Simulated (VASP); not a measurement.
## TaSi2: accuracy against cost in the number of MPI ranks and smearing

How sensitive are energy, pressure and forces of TaSi2 to the number of MPI ranks and smearing? The series runs use LDA. The number of MPI ranks tried: 1 ranks; 2 ranks; 4 ranks; 8 ranks. The smearing tried: ISMEAR = -1, SIGMA = 0.01; ISMEAR = -1, SIGMA = 0.05; ISMEAR = -1, SIGMA = 0.1; ISMEAR = -1, SIGMA = 0.2; ISMEAR = -1, SIGMA = 0.5; ISMEAR = 2, SIGMA = 0.01; ISMEAR = 2, SIGMA = 0.05; ISMEAR = 2, SIGMA = 0.1; ISMEAR = 2, SIGMA = 0.2; ISMEAR = 2, SIGMA = 0.5; ISMEAR = -5. The start is a cell from a database of measured crystal structures.

Main program and level: VASP 6.6.1; LDA; plane waves and PAW (Ta_pv, Si).

The database entry behind the starting cell has ideal inner coordinates that were not refined, so it need not match the best structure at ambient conditions.

## Step 1: Starting point

The structure is hexagonal, space group P6_222 (No. 180). Conventional cell: a = 4.780 Å, b = 4.780 Å, c = 6.564 Å, α = 90.00°, β = 90.00°, γ = 120.00°. Ta has 10 Si at 2.59 to 2.76 Å nearest. Nearest to Si lie 5 Si at 2.59 to 2.76 Å and 5 Ta at 2.59 to 2.76 Å. Farther neighbours are not listed.

Structure file:

```cif
data_structure
_symmetry_space_group_name_H-M 'P6_222'
_symmetry_Int_Tables_number 180
_cell_length_a 4.7800
_cell_length_b 4.7800
_cell_length_c 6.5640
_cell_angle_alpha 90.000
_cell_angle_beta 90.000
_cell_angle_gamma 120.000
_cell_volume 129.88
loop_
_atom_site_label
_atom_site_type_symbol
_atom_site_symmetry_multiplicity
_atom_site_Wyckoff_symbol
_atom_site_fract_x
_atom_site_fract_y
_atom_site_fract_z
_atom_site_occupancy
Ta1 Ta 3 d 0.50000 0.00000 0.50000 1
Si1 Si 6 j 0.16665 0.33330 0.50000 1
```

## Step 2: Number of MPI ranks: 1 ranks

The same run on more MPI ranks shows how well it scales. LDA, the lowest rung, knows the local density alone.

The input, INCAR:

```
SYSTEM = TaSi2
PREC = Accurate
ENCUT = 400
EDIFF = 1E-06
NELM = 100
ISMEAR = -1
SIGMA = 0.05
LREAL = .FALSE.
ALGO = Normal
GGA = CA
NBANDS = 37
LASPH = .TRUE.
LORBIT = 11
LWAVE = .FALSE.
LCHARG = .FALSE.
ISIF = 2
```

The input, POSCAR:

```
TaSi2
1.0
    4.7800000000      0.0000000000      0.0000000000
   -2.3900000000      4.1396014301      0.0000000000
    0.0000000000      0.0000000000      6.5640000000
Ta Si
3 6
Direct
    0.5000000000      0.0000000000      0.5000000000
    0.5000000000      0.5000000000      0.8333333333
    0.0000000000      0.5000000000      0.1666666667
    0.1666500000      0.3333000000      0.5000000000
    0.8333500000      0.1666500000      0.8333333333
    0.6667000000      0.8333500000      0.1666666667
    0.8333500000      0.6667000000      0.5000000000
    0.1666500000      0.8333500000      0.8333333333
    0.3333000000      0.1666500000      0.1666666667
```

The input, KPOINTS:

```
Automatic mesh
0
Gamma
6 6 4
0 0 0
```

PAW data sets: Ta_pv and Si (PBE family, release 64).

The run is started by

```console
mpirun -np 1 vasp_std
```

Log:

```text
[banner, memory and clock lines left out]
running    1 mpi-ranks, on    1 nodes
 distrk:  each k-point on    1 cores,    1 groups
 distr:  one band on    1 cores,    1 groups

 POSCAR found type information on POSCAR TaSi
 POSCAR found :  2 types and       9 ions
|                                                                             |
|               ----> ADVICE to this user running VASP <----                  |
|                                                                             |
|     You enforced a specific xc type in the INCAR file but a different       |
|     [... a line on the potential file left out ...]
|     I HOPE YOU KNOW WHAT YOU ARE DOING!                                     |
|                                                                             |

 LDA part: xc-table for (Slater(with rela. corr.)+CA(PZ))
 , standard interpolation
 POSCAR, INCAR and KPOINTS ok, starting setup
 FFT: planning ... GRIDC
 FFT: planning ... GRID_SOFT
 FFT: planning ... GRID
 WAVECAR not read
 entering main loop
       N       E                     dE             d eps       ncg     rms          rms(c)
DAV:   1     0.337890812915E+03    0.33789E+03   -0.24392E+04  1586   0.119E+03
DAV:   2    -0.640321109635E+02   -0.40192E+03   -0.39273E+03  1814   0.330E+02
DAV:   3    -0.810074159239E+02   -0.16975E+02   -0.16665E+02  1975   0.617E+01
DAV:   4    -0.813152863578E+02   -0.30787E+00   -0.30577E+00  1988   0.827E+00
DAV:   5    -0.813200083680E+02   -0.47220E-02   -0.47160E-02  1926   0.103E+00    0.324E+01
DAV:   6    -0.792616568524E+02    0.20584E+01   -0.80097E+00  1955   0.131E+01    0.146E+01
DAV:   7    -0.789906236907E+02    0.27103E+00   -0.54103E-01  1916   0.355E+00    0.444E+00
DAV:   8    -0.789625048289E+02    0.28119E-01   -0.57036E-02  1970   0.112E+00    0.359E-01
DAV:   9    -0.789614492076E+02    0.10556E-02   -0.37690E-03  2012   0.313E-01    0.178E-01
DAV:  10    -0.789612788065E+02    0.17040E-03   -0.55186E-04  1949   0.137E-01    0.541E-02
DAV:  11    -0.789612749981E+02    0.38084E-05   -0.30183E-05  1996   0.277E-02    0.149E-02
DAV:  12    -0.789612742209E+02    0.77722E-06   -0.45570E-06  1716   0.113E-02
   1 F= -.78961274E+02 E0= -.78943955E+02  d E =-.346393E-01
```

Run time: 49 s. Hardware: 1 MPI rank of Intel Xeon Platinum 8375C at 2.90GHz (Ice Lake), shared host; peak memory 0.2 GiB.

Lines that name or quote the potential files are left out of all logs, and their timing lines are given in words.

Parts of OUTCAR (step 2):

```text
ion  position               nearest neighbor table
   1  0.500  0.000  0.500-   6 2.59   9 2.59   8 2.59   5 2.59   4 2.76   7 2.76   7 2.76   4 2.76
                             4 2.76   7 2.76   2 3.24   2 3.24   3 3.24   3 3.24
   2  0.500  0.500  0.833-   4 2.59   7 2.59   6 2.59   9 2.59   8 2.76   5 2.76   8 2.76   5 2.76
                             8 2.76   5 2.76   1 3.24   1 3.24   3 3.24   3 3.24
   3  0.000  0.500  0.167-   4 2.59   7 2.59   5 2.59   8 2.59   6 2.76   9 2.76   9 2.76   6 2.76
                             6 2.76   9 2.76   1 3.24   1 3.24   2 3.24   2 3.24
   4  0.167  0.333  0.500-   5 2.59   9 2.59   3 2.59   2 2.59   7 2.76   1 2.76   1 2.76   1 2.76
                             7 2.76   7 2.76
   5  0.833  0.167  0.833-   4 2.59   6 2.59   1 2.59   3 2.59   8 2.76   2 2.76   2 2.76   2 2.76
                             8 2.76   8 2.76
   6  0.667  0.833  0.167-   7 2.59   5 2.59   1 2.59   2 2.59   9 2.76   3 2.76   3 2.76   3 2.76
                             9 2.76   9 2.76
   7  0.833  0.667  0.500-   8 2.59   6 2.59   3 2.59   2 2.59   4 2.76   1 2.76   1 2.76   1 2.76
                             4 2.76   4 2.76
   8  0.167  0.833  0.833-   7 2.59   9 2.59   1 2.59   3 2.59   5 2.76   2 2.76   2 2.76   2 2.76
                             5 2.76   5 2.76
   9  0.333  0.167  0.167-   4 2.59   8 2.59   1 2.59   2 2.59   6 2.76   3 2.76   3 2.76   3 2.76
                             6 2.76   6 2.76

  LATTYP: Found a hexagonal cell.
 ALAT       =     4.7800000000
 C/A-ratio  =     1.3732217573

 Subroutine GETGRP returns: Found 12 space group operations
 (whereof  4 operations were pure point group operations)

The static configuration has the point symmetry D_2 .
 The point group associated with its full space group is D_6 .

 Found     21 irreducible k-points:

   k-points           NKPTS =     21   k-points in BZ     NKDIM =     21   number of bands    NBANDS=     37

   dimension x,y,z NGX =    32 NGY =   32 NGZ =   48
   dimension x,y,z NGXF=    64 NGYF=   64 NGZF=   96

   ENCUT  =  400.0 eV  29.40 Ry    5.42 a.u.   7.79  7.79 10.70*2*pi/ulx,y,z

   NELECT =      57.0000    total number of electrons

 k-points in reciprocal lattice and weights: Automatic mesh
   0.00000000  0.00000000  0.00000000       0.007
   0.16666667  0.00000000  0.00000000       0.042
   0.33333333  0.00000000  0.00000000       0.042
   0.50000000  0.00000000  0.00000000       0.021
   0.16666667  0.16666667  0.00000000       0.042
   0.33333333  0.16666667  0.00000000       0.083
   0.33333333  0.33333333  0.00000000       0.014
   0.00000000  0.00000000  0.25000000       0.014
   0.16666667  0.00000000  0.25000000       0.083
[...]
0.33333333  0.16666667  0.50000000       0.083
   0.33333333  0.33333333  0.50000000       0.014

 average (electrostatic) potential at core
       1 -32.8482       2 -32.8482       3 -32.8482       4 -79.8023       5 -79.8023
       6 -79.8023       7 -79.8023       8 -79.8023       9 -79.8023

 E-fermi :   9.1417

 k-point     1 :       0.0000    0.0000    0.0000
  band No.  band energies     occupation
    ...
     25       6.6608      2.00000
     26       6.9173      2.00000
     27       6.9173      2.00000
     28       6.9499      2.00000
     29       7.4493      2.00000
     30       9.7116      0.00002
     31      12.3024      0.00000
     32      12.3024      0.00000
     33      12.5447      0.00000
     34      12.6673      0.00000
    ...

 k-point     2 :       0.1667    0.0000    0.0000
  band No.  band energies     occupation
    ...
     25       6.9053      2.00000
     26       7.0077      2.00000
     27       7.1264      2.00000
     28       7.3578      2.00000
     29       7.4637      2.00000
     30       9.6848      0.00004
     31      11.3879      0.00000
     32      11.7978      0.00000
     33      12.1585      0.00000
     34      12.3820      0.00000
    ...

 k-point     3 :       0.3333    0.0000    0.0000
  band No.  band energies     occupation
    ...
     26       7.5589      2.00000
     27       7.8959      2.00000
     28       8.3972      2.00000
     29       8.4176      2.00000
     30       9.1049      1.35211
     31      10.7896      0.00000
     32      11.1663      0.00000
     33      11.3469      0.00000
     34      11.8174      0.00000
     35      12.0174      0.00000
    ...

  Total       -3.2837916     -3.2837916     -1.3600999     -0.0000000      0.0000000      0.0000000
  in kB      -40.5071016    -40.5071016    -16.7774673     -0.0000000      0.0000000      0.0000000
  external PRESSURE =     -32.5972235 kB  Pullay stress =       0.0000000 kB

  energy-cutoff  :      400.00
  volume of cell :      129.88
      direct lattice vectors                 reciprocal lattice vectors
     4.780000000  0.000000000  0.000000000     0.209205021  0.120784575  0.000000000
    -2.390000000  4.139601430  0.000000000     0.000000000  0.241569150  0.000000000
     0.000000000  0.000000000  6.564000000     0.000000000  0.000000000  0.152346130

 POSITION                                       TOTAL-FORCE (eV/Angst)
 -----------------------------------------------------------------------------------
      2.39000      0.00000      3.28200        -0.000000      0.000000      0.000000
      1.19500      2.06980      5.47000        -0.000000      0.000000     -0.000000
     -1.19500      2.06980      1.09400        -0.000000      0.000000     -0.000000
     -0.00000      1.37973      3.28200        -0.000000     -0.676071      0.000000
      3.58512      0.68986      5.47000         0.585495     -0.338036      0.000000
      1.19512      3.44974      1.09400         0.585495      0.338036      0.000000
      2.39000      2.75987      3.28200        -0.000000      0.676071     -0.000000
     -1.19512      3.44974      5.47000        -0.585495      0.338036     -0.000000
      1.19488      0.68986      1.09400        -0.585495     -0.338036      0.000000
 -----------------------------------------------------------------------------------
    total drift:                               -0.000000      0.000000      0.000000

  FREE ENERGIE OF THE ION-ELECTRON SYSTEM (eV)
  ---------------------------------------------------
  free  energy   TOTEN  =       -78.9612742209 eV

  energy  without entropy=      -78.9266349015  energy(sigma->0) =      -78.94395456

 total charge
# of ion       s       p       d       tot
------------------------------------------
    1        0.286   6.193   2.577   9.056
    2        0.286   6.193   2.577   9.056
    3        0.286   6.193   2.577   9.056
    4        0.757   0.881   0.000   1.638
    5        0.757   0.881   0.000   1.638
    6        0.757   0.881   0.000   1.638
    7        0.757   0.881   0.000   1.638
    8        0.757   0.881   0.000   1.638
    9        0.757   0.881   0.000   1.638
--------------------------------------------------
tot          5.401  23.862   7.731  36.994

[... 3 further parts left out ...]
```

This run has no spin polarisation. Its electron count is odd, so without a moment it is a metal by construction. The k-mesh is coarse for a metal. The PAW data sets were made with PBE, though LDA sets exist; this is a small mismatch.

This step gave:

- electronic steps: 12
- electrons: 57
- bands: 37
- irreducible k points: 21
- symmetry operations: 12
- free energy (TOTEN): -78.9613 eV
- energy at zero smearing: -78.9440 eV
- Fermi energy: 9.142 eV
- pressure: -3.260 GPa
- metallic: yes

The series starts at -8.7716 eV an atom and -3.26 GPa, after 12 cycles in 49 s.

## Step 3: Number of MPI ranks: 2 ranks

INCAR, as its differences from that of step 2:

```diff
@@ -15,2 +15,3 @@
 LCHARG = .FALSE.
+KPAR = 2
 ISIF = 2
```

POSCAR is that of step 2.

KPOINTS is that of step 2.

The run is started by

```console
mpirun -np 2 vasp_std
```

Log:

```text
[banner, memory and clock lines left out]
running    2 mpi-ranks, on    1 nodes
[...]
[... a notice as in an earlier step ...]

 LDA part: xc-table for (Slater(with rela. corr.)+CA(PZ))
 , standard interpolation
 POSCAR, INCAR and KPOINTS ok, starting setup
[...]
entering main loop
       N       E                     dE             d eps       ncg     rms          rms(c)
[... 5 cycles as in an earlier step ...]
DAV:   6    -0.792616568522E+02    0.20584E+01   -0.80097E+00  1955   0.131E+01    0.146E+01
DAV:   7    -0.789906236906E+02    0.27103E+00   -0.54103E-01  1916   0.355E+00    0.444E+00
DAV:   8    -0.789625048292E+02    0.28119E-01   -0.57036E-02  1970   0.112E+00    0.359E-01
DAV:   9    -0.789614492081E+02    0.10556E-02   -0.37690E-03  2012   0.313E-01    0.178E-01
DAV:  10    -0.789612788069E+02    0.17040E-03   -0.55186E-04  1949   0.137E-01    0.541E-02
DAV:  11    -0.789612749976E+02    0.38093E-05   -0.30183E-05  1996   0.277E-02    0.149E-02
DAV:  12    -0.789612742209E+02    0.77672E-06   -0.45570E-06  1716   0.113E-02
   1 F= -.78961274E+02 E0= -.78943955E+02  d E =-.346393E-01
```

Run time: 28 s. Hardware: 2 MPI ranks; peak memory 0.38 GiB; 54 s of CPU time.

OUTCAR, selected parts (step 3):

```text
  Total       -3.2837916     -3.2837916     -1.3600999     -0.0000000      0.0000000      0.0000000
  in kB      -40.5071019    -40.5071019    -16.7774670     -0.0000000      0.0000000      0.0000000
  external PRESSURE =     -32.5972236 kB  Pullay stress =       0.0000000 kB

 POSITION                                       TOTAL-FORCE (eV/Angst)
 -----------------------------------------------------------------------------------
      2.39000      0.00000      3.28200        -0.000000      0.000000      0.000000
      1.19500      2.06980      5.47000        -0.000000      0.000000      0.000000
     -1.19500      2.06980      1.09400        -0.000000      0.000000     -0.000000
     -0.00000      1.37973      3.28200        -0.000000     -0.676071      0.000000
      3.58512      0.68986      5.47000         0.585495     -0.338036     -0.000000
      1.19512      3.44974      1.09400         0.585495      0.338036     -0.000000
      2.39000      2.75987      3.28200        -0.000000      0.676071      0.000000
     -1.19512      3.44974      5.47000        -0.585495      0.338036      0.000000
      1.19488      0.68986      1.09400        -0.585495     -0.338036     -0.000000
 -----------------------------------------------------------------------------------
    total drift:                               -0.000000      0.000000      0.000000

  energy  without entropy=      -78.9266349016  energy(sigma->0) =      -78.94395456

[... 3 parts as in an earlier step ...]

[... 1 further part left out ...]
[key lines of the parts left out:]
E-fermi :   9.1417
```

Against the first of the series the energy stays within 0.01 meV an atom and the pressure within 0.01 GPa, after 12 cycles in 28 s.

## Step 4: Number of MPI ranks: 4 ranks

INCAR, as its differences from that of step 3:

```diff
@@ -15,3 +15,3 @@
 LCHARG = .FALSE.
-KPAR = 2
+KPAR = 4
 ISIF = 2
```

POSCAR is that of step 3.

KPOINTS is that of step 3.

The run is started by

```console
mpirun -np 4 vasp_std
```

Log:

```text
[banner, memory and clock lines left out]
running    4 mpi-ranks, on    1 nodes
[...]
[... a notice as in an earlier step ...]

 LDA part: xc-table for (Slater(with rela. corr.)+CA(PZ))
 , standard interpolation
 POSCAR, INCAR and KPOINTS ok, starting setup
[...]
entering main loop
       N       E                     dE             d eps       ncg     rms          rms(c)
[... 6 cycles as in an earlier step ...]
DAV:   7    -0.789906236922E+02    0.27103E+00   -0.54103E-01  1916   0.355E+00    0.444E+00
DAV:   8    -0.789625048288E+02    0.28119E-01   -0.57036E-02  1970   0.112E+00    0.359E-01
DAV:   9    -0.789614492075E+02    0.10556E-02   -0.37690E-03  2012   0.313E-01    0.178E-01
DAV:  10    -0.789612788066E+02    0.17040E-03   -0.55186E-04  1949   0.137E-01    0.541E-02
DAV:  11    -0.789612749985E+02    0.38081E-05   -0.30183E-05  1996   0.277E-02    0.149E-02
DAV:  12    -0.789612742217E+02    0.77683E-06   -0.45570E-06  1716   0.113E-02
   1 F= -.78961274E+02 E0= -.78943955E+02  d E =-.346393E-01
```

The job ended after 19 s (4 MPI ranks; peak memory 0.79 GiB; 74 s of CPU time).

OUTCAR, selected parts (step 4):

```text
  Total       -3.2837916     -3.2837916     -1.3600999      0.0000000      0.0000000      0.0000000
  in kB      -40.5071017    -40.5071018    -16.7774672      0.0000000      0.0000000      0.0000000
  external PRESSURE =     -32.5972236 kB  Pullay stress =       0.0000000 kB

 POSITION                                       TOTAL-FORCE (eV/Angst)
 -----------------------------------------------------------------------------------
      2.39000      0.00000      3.28200        -0.000000     -0.000000      0.000000
      1.19500      2.06980      5.47000        -0.000000     -0.000000     -0.000000
     -1.19500      2.06980      1.09400        -0.000000     -0.000000      0.000000
     -0.00000      1.37973      3.28200        -0.000000     -0.676071      0.000000
      3.58512      0.68986      5.47000         0.585495     -0.338036      0.000000
      1.19512      3.44974      1.09400         0.585495      0.338036      0.000000
      2.39000      2.75987      3.28200        -0.000000      0.676071      0.000000
     -1.19512      3.44974      5.47000        -0.585495      0.338036      0.000000
      1.19488      0.68986      1.09400        -0.585495     -0.338036      0.000000
 -----------------------------------------------------------------------------------
    total drift:                               -0.000000      0.000000      0.000000

  FREE ENERGIE OF THE ION-ELECTRON SYSTEM (eV)
  ---------------------------------------------------
  free  energy   TOTEN  =       -78.9612742217 eV

  energy  without entropy=      -78.9266349023  energy(sigma->0) =      -78.94395456

[... 2 parts as in an earlier step ...]

[... 1 further part left out ...]
[key lines of the parts left out:]
E-fermi :   9.1417
```

Against the first of the series the energy stays within 0.01 meV an atom and the pressure within 0.01 GPa, after 12 cycles in 19 s.

[end of part 1 of 4]

[Lines on the potential files, build, host, timing and source positions are cut from VASP's logs without a mark.]

[Logs are printed without paths, hosts, clocks, repeated set-up lines and the standing remarks that a program may print on its own settings, such as how far it seeks lower states.]

[Hosts, paths, dates, database ids (printed as entryN), source tags and the programs' standing remarks are cut or masked in the printed files.]

[A measured line is paired with the nearest computed mode of its activity, which favours agreement.]
